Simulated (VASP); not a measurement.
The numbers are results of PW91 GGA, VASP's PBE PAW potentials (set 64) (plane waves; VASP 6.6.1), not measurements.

A VASP calculation is set up with these files.

File KPOINTS:
```
K-points
0
G
 4 4 6
0 0 0
```

POSCAR:
```
PbO2
1
    5.0578704705    -0.0000000000     0.0000000000
    0.0000000000     5.0578704705     0.0000000000
    0.0000000000     0.0000000000     3.4600320052
Pb O
2 4
Direct
  0.0000000000   0.0000000000   1.0000000000
  0.5000000000   0.5000000000   0.5000000000
  0.3074317712   0.3074317712   0.0000000000
  0.8074317712   0.1925682288   0.5000000000
  0.1925682288   0.8074317712   0.5000000000
  0.6925682288   0.6925682288   0.0000000000
```

**INCAR**
```
SYSTEM = PbO2
PREC = Accurate
ENCUT = 520
EDIFF = 1E-6
NELM = 100
ALGO = Normal
LREAL = .FALSE.
LASPH = .TRUE.
ISMEAR = 0
SIGMA = 0.05
GGA = 91
LMAXMIX = 4
LWAVE = .FALSE.
LCHARG = .FALSE.
IBRION = 2
ISIF = 3
NSW = 60
EDIFFG = -0.02
```

POTCAR, in this order: Pb_d O (PBE.64 set). Program: vasp_std.

The resulting files:

File OSZICAR:
```
       N       E                     dE             d eps       ncg     rms          rms(c)
DAV:   1     0.683153010749E+03    0.68315E+03   -0.26287E+04  1488   0.201E+03
DAV:   2     0.596595421823E+02   -0.62349E+03   -0.60365E+03  1628   0.543E+02
DAV:   3    -0.344205629297E+02   -0.94080E+02   -0.91473E+02  1947   0.229E+02
DAV:   4    -0.381120569095E+02   -0.36915E+01   -0.36784E+01  1791   0.502E+01
DAV:   5    -0.382580160921E+02   -0.14596E+00   -0.14593E+00  2073   0.931E+00    0.143E+01
DAV:   6    -0.322534955765E+02    0.60045E+01   -0.28430E+01  2288   0.593E+01    0.478E+00
DAV:   7    -0.322446908056E+02    0.88048E-02   -0.19075E+00  1804   0.111E+01    0.278E+00
DAV:   8    -0.322374632352E+02    0.72276E-02   -0.54810E-01  2305   0.628E+00    0.127E+00
DAV:   9    -0.322044967611E+02    0.32966E-01   -0.14352E-01  2462   0.435E+00    0.129E-01
DAV:  10    -0.322062720952E+02   -0.17753E-02   -0.11608E-02  1639   0.762E-01    0.921E-02
DAV:  11    -0.322062726272E+02   -0.53203E-06   -0.35116E-04  2229   0.151E-01    0.351E-02
DAV:  12    -0.322062653049E+02    0.73223E-05   -0.34862E-05  2031   0.508E-02    0.110E-02
DAV:  13    -0.322062650114E+02    0.29346E-06   -0.28095E-06  1471   0.204E-02
   1 F= -.32206265E+02 E0= -.32206234E+02  d E =-.322063E+02
       N       E                     dE             d eps       ncg     rms          rms(c)
DAV:   1    -0.322099408139E+02   -0.36755E-02   -0.22938E-01  1808   0.515E+00    0.338E-01
DAV:   2    -0.322076698244E+02    0.22710E-02   -0.10839E-02  2151   0.112E+00    0.139E-01
DAV:   3    -0.322070001109E+02    0.66971E-03   -0.15083E-03  1947   0.723E-01    0.405E-02
DAV:   4    -0.322069642435E+02    0.35867E-04   -0.27441E-04  2358   0.197E-01    0.126E-02
DAV:   5    -0.322069611547E+02    0.30887E-05   -0.30728E-05  2243   0.711E-02    0.428E-03
DAV:   6    -0.322069604305E+02    0.72423E-06   -0.10006E-06  1108   0.158E-02
   2 F= -.32206960E+02 E0= -.32206928E+02  d E =-.695419E-03
       N       E                     dE             d eps       ncg     rms          rms(c)
DAV:   1    -0.322134839687E+02   -0.65228E-02   -0.49558E-01  1780   0.758E+00    0.497E-01
DAV:   2    -0.322085809304E+02    0.49030E-02   -0.23397E-02  2138   0.164E+00    0.204E-01
DAV:   3    -0.322071351323E+02    0.14458E-02   -0.32537E-03  1946   0.106E+00    0.594E-02
DAV:   4    -0.322070613502E+02    0.73782E-04   -0.59497E-04  2344   0.290E-01    0.185E-02
DAV:   5    -0.322070569543E+02    0.43959E-05   -0.66653E-05  2250   0.105E-01    0.639E-03
DAV:   6    -0.322070557535E+02    0.12008E-05   -0.23411E-06  1281   0.230E-02    0.267E-03
DAV:   7    -0.322070559576E+02   -0.20410E-06   -0.22708E-06  1128   0.201E-02
   3 F= -.32207056E+02 E0= -.32207023E+02  d E =-.790946E-03
       N       E                     dE             d eps       ncg     rms          rms(c)
DAV:   1    -0.322081858256E+02   -0.11301E-02   -0.79484E-02  1772   0.302E+00    0.200E-01
DAV:   2    -0.322073903033E+02    0.79552E-03   -0.37858E-03  2153   0.659E-01    0.820E-02
DAV:   3    -0.322071578874E+02    0.23242E-03   -0.52173E-04  1961   0.425E-01    0.241E-02
DAV:   4    -0.322071494430E+02    0.84443E-05   -0.96053E-05  2330   0.116E-01    0.747E-03
DAV:   5    -0.322071513647E+02   -0.19217E-05   -0.10698E-05  2066   0.429E-02    0.235E-03
DAV:   6    -0.322071516005E+02   -0.23577E-06   -0.32810E-07   940   0.966E-03
   4 F= -.32207152E+02 E0= -.32207119E+02  d E =-.886589E-03
       N       E                     dE             d eps       ncg     rms          rms(c)
DAV:   1    -0.322089494769E+02   -0.17981E-02   -0.10373E-01  1813   0.367E+00    0.258E-01
DAV:   2    -0.322076629305E+02    0.12865E-02   -0.49662E-03  2187   0.819E-01    0.120E-01
DAV:   3    -0.322072333535E+02    0.42958E-03   -0.94924E-04  2046   0.531E-01    0.306E-02
DAV:   4    -0.322072244520E+02    0.89015E-05   -0.15369E-04  2309   0.114E-01    0.926E-03
DAV:   5    -0.322072256114E+02   -0.11595E-05   -0.11391E-05  2171   0.504E-02    0.405E-03
DAV:   6    -0.322072258686E+02   -0.25712E-06   -0.12060E-06   954   0.102E-02
   5 F= -.32207226E+02 E0= -.32207194E+02  d E =-.742680E-04
```

OUTCAR:
```
------------------------ aborting loop because EDIFF is reached ----------------------------------------
  FORCE on cell =-STRESS in cart. coord.  units (eV):
  Direction    XX          YY          ZZ          XY          YZ          ZX
  --------------------------------------------------------------------------------------
  Total        0.0579148      0.0579148      0.0837943      0.0000000      0.0000000      0.0000000
  in kB        1.0456445      1.0456445      1.5128961      0.0000000      0.0000000      0.0000000
  external PRESSURE =       1.2013950 kB  Pullay stress =       0.0000000 kB
  volume of cell :       88.74
      direct lattice vectors                 reciprocal lattice vectors
     5.073233244 -0.000000000  0.000000000     0.197112956 -0.000000000  0.000000000
     0.000000000  5.073233244  0.000000000     0.000000000  0.197112956  0.000000000
     0.000000000  0.000000000  3.447834938     0.000000000  0.000000000  0.290037086
 POSITION                                       TOTAL-FORCE (eV/Angst)
 -----------------------------------------------------------------------------------
      5.07323     -0.00000      0.00000        -0.000000      0.000000     -0.000000
      2.53662      2.53662      1.72392        -0.000000      0.000000     -0.000000
      1.56251      1.56251      0.00000        -0.011702     -0.011702      0.000000
      4.09913      0.97411      1.72392        -0.011702      0.011702     -0.000000
      0.97411      4.09913      1.72392         0.011702     -0.011702     -0.000000
      3.51072      3.51072      0.00000         0.011702      0.011702     -0.000000
 -----------------------------------------------------------------------------------
    total drift:                                0.000000      0.000000     -0.000000
  FREE ENERGIE OF THE ION-ELECTRON SYSTEM (eV)
  ---------------------------------------------------
  free  energy   TOTEN  =       -32.2072258686 eV

  energy  without entropy=      -32.2071611823  energy(sigma->0) =      -32.20719353

 reached required accuracy - stopping structural energy minimisation
```
(Selected blocks of OUTCAR.)

**CONTCAR**
```
PbO2
   1.00000000000000
     5.0732332439537275   -0.0000000000000000    0.0000000000000000
     0.0000000000000000    5.0732332439537275    0.0000000000000000
     0.0000000000000000    0.0000000000000000    3.4478349383655034
  Pb              O
     2     4
Direct
     1.0000000000000000    0.0000000000000000    0.0000000000000000
     0.5000000000000000    0.5000000000000000    0.5000000000000000
     0.3079910117941390    0.3079910117941390    0.0000000000000000
     0.8079910117941391    0.1920089882058610    0.5000000000000000
     0.1920089882058610    0.8079910117941391    0.5000000000000000
     0.6920089882058609    0.6920089882058609    0.0000000000000000
```

The compound is PbO2 in the rutile structure. This run relaxes it. Symmetry was kept, so distortions that lower it aren't found. The start is the result of an earlier pass.
